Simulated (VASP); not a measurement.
# Fe: formation energy of Ti on the Fe site, part 4 of 4

Wanted: what Ti on the Fe site costs in Fe and how the lattice relaxes round it.

VASP 6.6.1, plane waves and PAW; the level of theory is named at each step.

Still holding for the runs below: The magnetic state follows from one typed start and may not be the lowest.

So far. Step 4 (Reference Ti): The run ended after 6 ionic steps, 0.054 eV below its first step, once forces and stress met EDIFFG = -0.02. Step 4 (Reference Ti): Energy at zero smearing: -16.56426 eV.

### 5. Relaxing the defect

This step: PBEsol, spin-polarised from a ferromagnetic start; plane waves and PAW (Ti, Fe) (VASP 6.6.1).

System of this step: TiFe53. The cell holds 54 atoms: 1 Ti and 53 Fe. Its edges and angles: a = 8.347 Å, b = 8.347 Å, c = 8.347 Å, α = 90.0°, β = 90.0°, γ = 90.0°. It derives from Fe. Nearest the centre at fractional (0.000, 0.000, 0.000): Ti1 at 0.00 Å, Fe6 at 2.41 Å, Fe12 at 2.41 Å, Fe29 at 2.41 Å, Fe34 at 2.41 Å, Fe52 at 2.41 Å, Fe38 at 2.41 Å, Fe42 at 2.41 Å.

The host is treated as a metal, since its gap is under 0.3 eV or closed. The run keeps 48 symmetry operations, which cuts the number of k-points but bars distortions that break them. The atoms relax at the host's fixed cell.

File INCAR:

```
SYSTEM = TiFe53
PREC = Normal
ENCUT = 300
EDIFF = 1E-05
NELM = 120
ISMEAR = 1
SIGMA = 0.2
LREAL = Auto
ALGO = Fast
GGA = PS
ISPIN = 2
MAGMOM = 1 3 3 3 3 3 3 3 3 3 3 3 3 3 3 3 3 3 3 3 3 3 3 3 3 3 3 3 3 3 3 3 3 3 3 3 3 3 3 3 3 3 3 3 3 3 3 3 3 3 3 3 3 3
NBANDS = 355
LASPH = .TRUE.
LMAXMIX = 4
LORBIT = 11
LWAVE = .FALSE.
LCHARG = .TRUE.
KPAR = 4
NCORE = 2
IBRION = 2
NSW = 50
ISIF = 2
EDIFFG = -0.03
POTIM = 0.4
MAXMIX = 40
ISYM = 2
```

File POSCAR:

```
TiFe53
1.0
    8.3471355876      0.0000000000      0.0000000000
    0.0000000000      8.3471355876      0.0000000000
    0.0000000000      0.0000000000      8.3471355876
Ti Fe
1 53
Direct
    0.0000000000      0.0000000000      0.0000000000
    0.3333333300      0.0000000000      0.0000000000
    0.6666666700      0.0000000000      0.0000000000
    0.0000000000      0.3333333300      0.0000000000
    0.0000000000      0.0000000000      0.3333333300
    0.1666666700      0.1666666700      0.1666666700
    0.3333333300      0.3333333300      0.0000000000
    0.3333333300      0.0000000000      0.3333333300
    0.5000000000      0.1666666700      0.1666666700
    0.6666666700      0.3333333300      0.0000000000
    0.6666666700      0.0000000000      0.3333333300
    0.8333333300      0.1666666700      0.1666666700
    0.0000000000      0.6666666700      0.0000000000
    0.0000000000      0.3333333300      0.3333333300
    0.1666666700      0.5000000000      0.1666666700
    0.3333333300      0.6666666700      0.0000000000
    0.0000000000      0.0000000000      0.6666666700
    0.1666666700      0.1666666700      0.5000000000
    0.3333333300      0.3333333300      0.3333333300
    0.5000000000      0.5000000000      0.1666666700
    0.6666666700      0.6666666700      0.0000000000
    0.3333333300      0.0000000000      0.6666666700
    0.5000000000      0.1666666700      0.5000000000
    0.6666666700      0.3333333300      0.3333333300
    0.8333333300      0.5000000000      0.1666666700
    0.6666666700      0.0000000000      0.6666666700
    0.8333333300      0.1666666700      0.5000000000
    0.0000000000      0.6666666700      0.3333333300
    0.1666666700      0.8333333300      0.1666666700
    0.0000000000      0.3333333300      0.6666666700
    0.1666666700      0.5000000000      0.5000000000
    0.3333333300      0.6666666700      0.3333333300
    0.5000000000      0.8333333300      0.1666666700
    0.1666666700      0.1666666700      0.8333333300
    0.3333333300      0.3333333300      0.6666666700
    0.5000000000      0.5000000000      0.5000000000
    0.6666666700      0.6666666700      0.3333333300
    0.8333333300      0.8333333300      0.1666666700
    0.5000000000      0.1666666700      0.8333333300
    0.6666666700      0.3333333300      0.6666666700
    0.8333333300      0.5000000000      0.5000000000
    0.8333333300      0.1666666700      0.8333333300
    0.0000000000      0.6666666700      0.6666666700
    0.1666666700      0.8333333300      0.5000000000
    0.1666666700      0.5000000000      0.8333333300
    0.3333333300      0.6666666700      0.6666666700
    0.5000000000      0.8333333300      0.5000000000
    0.5000000000      0.5000000000      0.8333333300
    0.6666666700      0.6666666700      0.6666666700
    0.8333333300      0.8333333300      0.5000000000
    0.8333333300      0.5000000000      0.8333333300
    0.1666666700      0.8333333300      0.8333333300
    0.5000000000      0.8333333300      0.8333333300
    0.8333333300      0.8333333300      0.8333333300
```

File KPOINTS:

```
Automatic mesh
0
Monkhorst-Pack
4 4 4
0 0 0
```

The projector-augmented-wave data sets are Ti and Fe (PBE family, release 64).

Command:

```
mpirun -np 8 vasp_std
```

Log:

```text
[banner, memory and clock lines left out]
running    8 mpi-ranks, on    1 nodes
 distrk:  each k-point on    2 cores,    4 groups
 distr:  one band on    2 cores,    1 groups

 POSCAR found type information on POSCAR TiFe
 POSCAR found :  2 types and      54 ions
 [... a notice as in an earlier step ...]

 LDA part: xc-table for (Slater+PW92), standard interpolation
 POSCAR, INCAR and KPOINTS ok, starting setup
 FFT: planning ... GRIDC
 FFT: planning ... GRID_SOFT
 FFT: planning ... GRID
 WAVECAR not read
 entering main loop
       N       E                     dE             d eps       ncg     rms          rms(c)
DAV:   1     0.304222650872E+04    0.30422E+04   -0.11429E+05  5728   0.105E+03
DAV:   2    -0.177896302025E+03   -0.32201E+04   -0.29353E+04  5680   0.291E+02
DAV:   3    -0.523480220066E+03   -0.34558E+03   -0.27263E+03  5680   0.123E+02
DAV:   4    -0.537821060036E+03   -0.14341E+02   -0.14047E+02  6168   0.317E+01
DAV:   5    -0.537949560654E+03   -0.12850E+00   -0.12833E+00  6104   0.298E+00    0.959E+01
RMM:   6    -0.497226030688E+03    0.40724E+02   -0.39495E+02  5680   0.599E+01    0.643E+01
RMM:   7    -0.609232358646E+03   -0.11201E+03   -0.13960E+02  5680   0.316E+01    0.142E+02
RMM:   8    -0.523587203375E+03    0.85645E+02   -0.50671E+01  5680   0.216E+01    0.926E+01
RMM:   9    -0.481178734013E+03    0.42408E+02   -0.24435E+01  5680   0.142E+01    0.281E+01
RMM:  10    -0.487354871228E+03   -0.61761E+01   -0.81440E+00  5680   0.688E+00    0.364E+01
RMM:  11    -0.482102336763E+03    0.52525E+01   -0.52837E+00  5680   0.675E+00    0.127E+01
RMM:  12    -0.482522393667E+03   -0.42006E+00   -0.16839E+00  5680   0.289E+00    0.125E+01
RMM:  13    -0.482215833912E+03    0.30656E+00   -0.92873E-01  5680   0.254E+00    0.787E+00
RMM:  14    -0.482118229769E+03    0.97604E-01   -0.28582E-01  5680   0.134E+00    0.421E+00
RMM:  15    -0.482174291138E+03   -0.56061E-01   -0.10349E-01  5680   0.820E-01    0.359E+00
RMM:  16    -0.482182908596E+03   -0.86175E-02   -0.75724E-02  5680   0.771E-01    0.300E+00
RMM:  17    -0.482154643691E+03    0.28265E-01   -0.32581E-02  5680   0.501E-01    0.118E+00
RMM:  18    -0.482156823808E+03   -0.21801E-02   -0.64682E-03  5680   0.198E-01    0.599E-01
RMM:  19    -0.482157942762E+03   -0.11190E-02   -0.15143E-03  5680   0.736E-02    0.384E-01
RMM:  20    -0.482158774419E+03   -0.83166E-03   -0.17096E-03  5684   0.105E-01    0.545E-01
RMM:  21    -0.482157534402E+03    0.12400E-02   -0.84604E-04  5682   0.804E-02    0.872E-02
RMM:  22    -0.482157563786E+03   -0.29385E-04   -0.76821E-05  5502   0.183E-02    0.639E-02
RMM:  23    -0.482157575131E+03   -0.11345E-04   -0.32856E-05  4801   0.141E-02    0.319E-02
RMM:  24    -0.482157580072E+03   -0.49404E-05   -0.96650E-06  3376   0.650E-03
   1 F= -.48215758E+03 E0= -.48217269E+03  d E =-.482158E+03  mag=   110.3484
 curvature:   0.00 expect dE= 0.000E+00 dE for cont linesearch  0.000E+00
 trial: gam= 0.00000 g(F)=  0.989E-01 g(S)=  0.000E+00 ort = 0.000E+00 (trialstep = 0.100E+01)
 search vector abs. value=  0.989E-01
 bond charge predicted
       N       E                     dE             d eps       ncg     rms          rms(c)
DAV:   1    -0.482175604960E+03   -0.18030E-01   -0.14733E+01  5856   0.546E+00    0.230E+00
RMM:   2    -0.482215191095E+03   -0.39586E-01   -0.20823E-01  5680   0.132E+00    0.166E+00
RMM:   3    -0.482227218521E+03   -0.12027E-01   -0.26847E-02  5680   0.330E-01    0.668E-01
RMM:   4    -0.482226603210E+03    0.61531E-03   -0.56263E-03  5692   0.154E-01    0.433E-01
RMM:   5    -0.482225885618E+03    0.71759E-03   -0.17260E-03  5680   0.987E-02    0.175E-01
RMM:   6    -0.482225864597E+03    0.21021E-04   -0.40517E-04  5777   0.484E-02    0.529E-02
RMM:   7    -0.482225871684E+03   -0.70875E-05   -0.88777E-05  5585   0.190E-02
   2 F= -.48222587E+03 E0= -.48223998E+03  d E =-.682916E-01  mag=   110.3044
[...]
3 F= -.48223755E+03 E0= -.48225103E+03  d E =-.799660E-01  mag=   110.2729
[...]
4 F= -.48224486E+03 E0= -.48225839E+03  d E =-.731405E-02  mag=   110.2536
 trial-energy change:   -0.007314  1 .order   -0.007106   -0.009859   -0.004352
 step:   1.7647(harm=  1.9977)  dis= 0.00569  next Energy=  -482.246166 (dE=-0.862E-02)
 bond charge predicted
       N       E                     dE             d eps       ncg     rms          rms(c)
DAV:   1    -0.482243965709E+03    0.89638E-03   -0.58005E-01  5784   0.110E+00    0.499E-01
RMM:   2    -0.482246381397E+03   -0.24157E-02   -0.59812E-03  5680   0.250E-01    0.367E-02
RMM:   3    -0.482246497451E+03   -0.11605E-03   -0.91867E-04  5680   0.521E-02    0.116E-02
RMM:   4    -0.482246505948E+03   -0.84967E-05   -0.74533E-05  4994   0.207E-02
   5 F= -.48224651E+03 E0= -.48226006E+03  d E =-.895983E-02  mag=   110.2490
 curvature:  -0.99 expect dE=-0.302E-03 dE for cont linesearch -0.392E-04
 trial: gam=-0.00876 g(F)=  0.303E-03 g(S)=  0.000E+00 ort = 0.611E-03 (trialstep = 0.125E+01)
 search vector abs. value=  0.293E-03
 reached required accuracy - stopping structural energy minimisation
```

The job ended after 8.9 min (8 MPI ranks of Intel Xeon Platinum 8488C (Sapphire Rapids), shared host; peak memory 3.6 GiB; 71 min of CPU time).

From OUTCAR (step 5):

```text
   k-points           NKPTS =      4   k-points in BZ     NKDIM =      4   number of bands    NBANDS=    355

   NELECT =     428.0000    total number of electrons

 E-fermi :   6.2690

 spin component 1
 k-point     1 :       0.1250    0.1250    0.1250
  band No.  band energies     occupation
    ...
    263       6.0308      1.03527
    264       6.0330      1.03513
    265       6.0438      1.03374
    266       6.0438      1.03374
    267       6.1676      0.87404
    268       6.2847      0.43379
    269       6.2847      0.43379
    270       6.3255      0.27123
    271       6.4142      0.03136
    272       6.4142      0.03136
    ...

 k-point     2 :       0.3750    0.1250    0.1250
  band No.  band energies     occupation
    ...
    262       6.1980      0.78062
    263       6.1995      0.77517
    264       6.2068      0.74944
    265       6.2245      0.68303
    266       6.2570      0.55077
    267       6.2825      0.44289
    268       6.3000      0.37072
    269       6.3302      0.25410
    270       6.3470      0.19618
    271       6.3563      0.16670
    ...

  Total        8.3745783      8.3745783      8.3745783     -0.0000000     -0.0000000      0.0000000
  in kB       23.0707189     23.0707189     23.0707189     -0.0000000     -0.0000000      0.0000000
  external PRESSURE =      23.0707189 kB  Pullay stress =       0.0000000 kB

 POSITION                                       TOTAL-FORCE (eV/Angst)
 -----------------------------------------------------------------------------------
      0.00000      0.00000      0.00000         0.000000      0.000000      0.000000
      2.79050      0.00000      0.00000        -0.007016      0.000000      0.000000
      5.55664      0.00000      0.00000         0.007016      0.000000      0.000000
      0.00000      2.79050      0.00000         0.000000     -0.007016      0.000000
      0.00000      0.00000      2.79050         0.000000      0.000000     -0.007016
      1.41218      1.41218      1.41218         0.012554      0.012554      0.012554
      2.78414      2.78414      0.00000        -0.001466     -0.001466      0.000000
      2.78414      0.00000      2.78414        -0.001466      0.000000     -0.001466
      4.17357      1.39159      1.39159         0.000000      0.011715      0.011715
      5.56300      2.78414      0.00000         0.001466     -0.001466      0.000000
      5.56300      0.00000      2.78414         0.001466      0.000000     -0.001466
      6.93496      1.41218      1.41218        -0.012554      0.012554      0.012554
      0.00000      5.55664      0.00000         0.000000      0.007016      0.000000
      0.00000      2.78414      2.78414         0.000000     -0.001466     -0.001466
      1.39159      4.17357      1.39159         0.011715      0.000000      0.011715
      2.78414      5.56300      0.00000        -0.001466      0.001466      0.000000
      0.00000      0.00000      5.55664         0.000000      0.000000      0.007016
      1.39159      1.39159      4.17357         0.011715      0.011715      0.000000
      2.78987      2.78987      2.78987         0.002195      0.002195      0.002195
      4.17357      4.17357      1.38646         0.000000      0.000000      0.007307
      5.56300      5.56300      0.00000         0.001466      0.001466      0.000000
      2.78414      0.00000      5.56300        -0.001466      0.000000      0.001466
      4.17357      1.38646      4.17357         0.000000      0.007307      0.000000
      5.55726      2.78987      2.78987        -0.002195      0.002195      0.002195
[...]
-----------------------------------------------------------------------------------
    total drift:                                0.000000      0.000000      0.000000

  FREE ENERGIE OF THE ION-ELECTRON SYSTEM (eV)
  ---------------------------------------------------
  free  energy   TOTEN  =      -482.2465059480 eV

  energy  without entropy=     -482.2871722655  energy(sigma->0) =     -482.26006139

 magnetization (x)
# of ion       s       p       d       tot
------------------------------------------
    1       -0.042  -0.131  -0.626  -0.799
    2       -0.009  -0.049   2.147   2.088
    3       -0.009  -0.049   2.147   2.088
    4       -0.009  -0.049   2.147   2.088
    5       -0.009  -0.049   2.147   2.088
    6       -0.011  -0.051   2.047   1.984
    7       -0.011  -0.048   2.127   2.068
    8       -0.011  -0.048   2.127   2.068
    9       -0.013  -0.049   2.151   2.089
   10       -0.011  -0.048   2.127   2.068
   11       -0.011  -0.048   2.127   2.068
   12       -0.011  -0.051   2.047   1.984
   13       -0.009  -0.049   2.147   2.088
   14       -0.011  -0.048   2.127   2.068
   15       -0.013  -0.049   2.151   2.089
   16       -0.011  -0.048   2.127   2.068
   17       -0.009  -0.049   2.147   2.088
   18       -0.013  -0.049   2.151   2.089
   19       -0.012  -0.049   2.200   2.139
   20       -0.012  -0.049   2.153   2.092
   21       -0.011  -0.048   2.127   2.068
   22       -0.011  -0.048   2.127   2.068
   23       -0.012  -0.049   2.153   2.092
[...]
--------------------------------------------------
tot         -0.664  -2.727 112.513 109.122

[... 7 parts as in an earlier step ...]

[... 11 further parts left out ...]
```

The steps of the relaxation:

```csv
step,energy less that of the first step (eV),largest force (eV/Å)
1,0.0000,0.5404
2,-0.0683,0.2049
3,-0.0800,0.1411
4,-0.0873,0.0590
5,-0.0889,0.0217
```

The atoms that moved most (Å):

```csv
atom,dx,dy,dz,length
Fe6,0.021,0.021,0.021,0.036
Fe12,-0.021,0.021,0.021,0.036
Fe29,0.021,-0.021,0.021,0.036
Fe34,0.021,0.021,-0.021,0.036
Fe52,0.021,-0.021,-0.021,0.036
Fe42,-0.021,0.021,-0.021,0.036
Fe38,-0.021,-0.021,0.021,0.036
Fe54,-0.021,-0.021,-0.021,0.036
```

Numbers from this step:

| Property | Result |
| --- | --- |
| electronic cycles | 47 |
| electrons | 428 |
| free energy (TOTEN) | -482.2465 eV |
| energy at zero smearing | -482.2601 eV |
| Fermi energy | 6.269 eV |
| moment of the cell, from the last line of the log | 110.2 μB |

Spin moment in the PAW sphere by element, in μB:

```csv
element,atoms,mean,spread (r.m.s.),least,largest
Ti,1,-0.80,0.00,-0.80,-0.80
Fe,53,2.07,0.05,1.97,2.14
```

The atoms nearest the centre:

```csv
atom,distance (Å),spin moment in the PAW sphere (μB)
Ti1,0.00,-0.80
Fe12,2.45,1.98
Fe29,2.45,1.98
Fe54,2.45,1.98
Fe52,2.45,1.98
Fe42,2.45,1.98
Fe38,2.45,1.98
Fe34,2.45,1.98
Fe6,2.45,1.98
Fe13,2.79,2.09
Fe17,2.79,2.09
Fe3,2.79,2.09
Fe4,2.79,2.09
Fe2,2.79,2.09
```

Spin density in the ac plane at fractional y = 0.000, through the centre, with atoms of Ti and Fe within 0.45 Å of it.

Ten even steps from '_' (-0.3 e/Å³) to '@' (3.1 e/Å³), each cell a mean:
```
__________..--##**--..____..==##++::..________
____________..::::..______....--::..__________
______________....__________......____________
______________________________________________
..____________....____________....__________..
::....______..::::..______....::....______..::
##--..____..--****::..____..==##++....__..::++
@@++..____..==@@%%==..__..::**@@##::..__..--##
**--..____..::++++::..____..--**==..____....==
::..________..::....______....::....______....
..____________..______________..______________
______________________________________________
....________........________......__________..
==::..____....----....____..::==::..______..--
%%==..____..==%%##--..____..++%%**::..__..::**
@@++..____..==%%%%--..__..::++@@**::..__..::##
==::..____..::====....____..::==--..______..--
....________........________......__________..
______________________________________________
______________________________________________
____________........________........__________
__________..::++==::..____..--++--..__________
__________..==@@%%==..__..::**@@##::..________
```
Columns run along a (8.3 Å), rows up along c (8.3 Å). Atoms in or near the plane, at fractional coordinates: Ti at (0.00, 0.00), Fe at (0.33, 0.00), Fe at (0.67, 0.00), Fe at (0.00, 0.33), Fe at (0.33, 0.33), Fe at (0.67, 0.33), Fe at (0.00, 0.67), Fe at (0.33, 0.67), Fe at (0.67, 0.67).

Valence density in the ac plane at fractional y = 0.000, through the centre, with atoms of Ti and Fe within 0.45 Å of it. It is the smooth field of the valence electrons, not physical close to the nuclei.

Ten even steps from '_' (0.2 e/Å³) to '@' (7.4 e/Å³), each cell a mean:
```
____________::****::________==##++..__________
______________....__________......____________
______________________________________________
______________________________________________
______________________________________________
..____________....____________....__________..
**--________::****::________--**==..______..++
@@==________--@@%%--______..++@@**..______..##
++::________..++==..________--++--________..==
..____________________________..______________
______________________________________________
______________________________________________
______________________________________________
--..________..::::__________..--::__________::
%%==________--####::________==%%**..______..**
@@==________--%%##::________++@@**..______..**
--..________..----..________..--::__________::
______________________________________________
______________________________________________
______________________________________________
______________________________________________
____________..====..________::==--____________
..__________--@@%%--______..++@@**..__________
```
Columns run along a (8.3 Å), rows up along c (8.3 Å). Atoms in or near the plane, at fractional coordinates: Ti at (0.00, 0.00), Fe at (0.33, 0.00), Fe at (0.67, 0.00), Fe at (0.00, 0.33), Fe at (0.33, 0.33), Fe at (0.67, 0.33), Fe at (0.00, 0.67), Fe at (0.33, 0.67), Fe at (0.67, 0.67).

The run ended after 5 ionic steps, 0.089 eV below its first step, once the forces on the free atoms met EDIFFG = -0.03.

The 8 first neighbours (Fe) lie 2.41 Å from the site in the perfect crystal and 2.45 Å on average from the atom on it after the relaxation (+1.5 %).

### 6. Putting the energies together

This step: point defect, PBEsol; plane waves and PAW (VASP 6.6.1).

No new run; the numbers come from the runs before.

Numbers from this step:

* formation energy of the neutral defect: -0.7737 eV

Formation energy:

```csv
formation energy (eV),largest move (Å)
-0.7737,0.03635
```

E_f is E(defect cell) less E(perfect cell), corrected for the atoms exchanged with their references.

References, in eV an atom: Ti -8.282 (crystal P6_3/mmc) and Fe -8.928 (the host). They were run at the supercell's cutoff and functional, without U, and count both elements from their own phases.

### 7. What came out

```yaml
formation_energy_at_charge_0: -0.774 eV
```

What this shows: Ti on the Fe site costs -0.77 eV, with every exchanged atom at the energy of its element. The 8 first neighbours (Fe) lie 2.41 Å from the site in the perfect crystal and 2.45 Å on average from the atom on it after the relaxation (+1.5 %). The neutral formation energy is negative against the pure elements. These references then lie outside the range where the host is stable, or the host takes the defect up of itself. With metallic smearing the value can move by tenths of an eV with the k mesh. The supercell of 54 atoms is small, so interactions between images remain.

[Lines on the potential files, build, host, timing and source positions are cut from VASP's logs without a mark.]

[Logs are printed without paths, hosts, clocks, repeated set-up lines and the standing remarks that a program may print on its own settings, such as how far it seeks lower states.]

[Hosts, paths, dates, database ids (printed as entryN), source tags and the programs' standing remarks are cut or masked in the printed files.]

[In band tables of VASP the shares of atoms and orbitals are scaled to a sum of 1 inside the atoms' spheres.]

[Runs that stopped without an error message from VASP are left out.]
